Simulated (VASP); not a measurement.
The system is Ti2Ge5Ru.

```
Ti Ge Ru
1.0
     4.04000    0.00000    0.00000
     0.00000    4.04000    0.00000
     0.00000    0.00000    8.08000
Ti Ge Ru
2 5 1
Direct
  0.00000 0.00000 0.00000
  0.00000 0.00000 0.50000
  0.00000 0.50000 0.76500
  0.50000 0.00000 0.76500
  0.00000 0.50000 0.23500
  0.50000 0.00000 0.23500
  0.50000 0.50000 0.50000
  0.50000 0.50000 0.00000
```

The cell was built by a generator and needn't be a form met in nature.

* Program: VASP 6.6.1
* Task: relaxation of cell and atoms
* Functional: PBE
* Potentials or basis: VASP PAW PBE potentials, release 64 (Ti_sv, Ge_d, Ru_pv)
* Cutoff: 520 eV
* k mesh: 4 × 4 × 2
* Occupations: gaussian, width 0.15 eV
* Spin: no spin polarisation

At the start: pressure -3.8 GPa; volume 16.48 Å³/atom.

Question: Where does the relaxation end?

Answer: Over 10 steps the energy falls by 42.3 meV/atom and the volume is 16.08 Å³/atom (-2.4 %); space group P4/mmm (No. 123, to 0.05 Å).

The path:
```
step  energy change (eV)  largest force (eV/Å)  pressure (GPa)  volume (Å³)
   1              0.0000                0.4157           -3.81       131.88
   2             -0.0674                0.1443            3.75       124.52
   3             -0.0827                0.2613            1.84       127.02
   4             -0.1831                0.1162            1.24       127.37
   5             -0.3100                0.1989            0.96       127.82
   6             -0.3174                0.3026            1.15       127.86
   7             -0.3194                0.2648            1.15       127.86
   8             -0.3209                0.0092           -2.08       131.03
   9             -0.3313                0.1380           -0.68       129.45
  10             -0.3387                0.0183           -0.03       128.66
```

Final structure:
```
Ti Ge Ru
1.0
     4.22367    0.00000    0.00000
     0.00000    4.22367    0.00000
     0.00000    0.00000    7.21238
Ti Ge Ru
2 5 1
Cartesian
  0.0000 4.2237 0.0000
  0.0000 4.2237 3.6062
  0.0000 2.1118 5.5769
  2.1118 0.0000 5.5769
  4.2237 2.1118 1.6355
  2.1118 0.0000 1.6355
  2.1118 2.1118 3.6062
  2.1118 2.1118 0.0000
```

Caveat: the k mesh is coarse (spacing up to 0.39 Å⁻¹), so the values aren't converged.
